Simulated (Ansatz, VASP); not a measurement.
# Two plane-wave programs on ZrPbO4

```xyz
6
Lattice="3.7134 0.0000 0.0000 0.0000 3.7134 0.0000 0.0000 0.0000 5.2759" Properties=species:S:1:pos:R:3 pbc="T T T"
Zr    1.8567    1.8567    2.6380
Pb    0.0000    0.0000    0.0000
O     1.8567    0.0000    3.9006
O     0.0000    1.8567    1.3753
O     1.8567    0.0000    1.3753
O     0.0000    1.8567    3.9006
```

Change from the starting cell: species swapped into the CePrO4 type (P4/mmm, No. 123).

Alike in both runs: functional PBE; k mesh 6 × 6 × 4; occupations gaussian, width 0.1 eV; no spin polarisation.

Ansatz relaxed the structure, and its values are those at the end. VASP's run is a single point on that final structure, the one shown.

|  | VASP | Ansatz |
| --- | --- | --- |
| version | VASP 6.6.1 | Ansatz 0.2.0 |
| potentials or method | VASP PAW PBE potentials, release 64 (Zr_sv, Pb_d, O) | scalar-relativistic, plane waves, PAW |
| plane-wave cutoff (eV) | 520 | 420 |
| valence electrons in the cell | 50 | 50 |

```tsv
	VASP	Ansatz	Ansatz less VASP
gap on the k mesh at the Fermi level (eV)	none	none	-
pressure (GPa)	0.2	0.0	-0.27
```

A gap of «none» marks a metal or a gap that the smearing closes.

Spin-orbit coupling is left out, which matters for the levels of Pb.
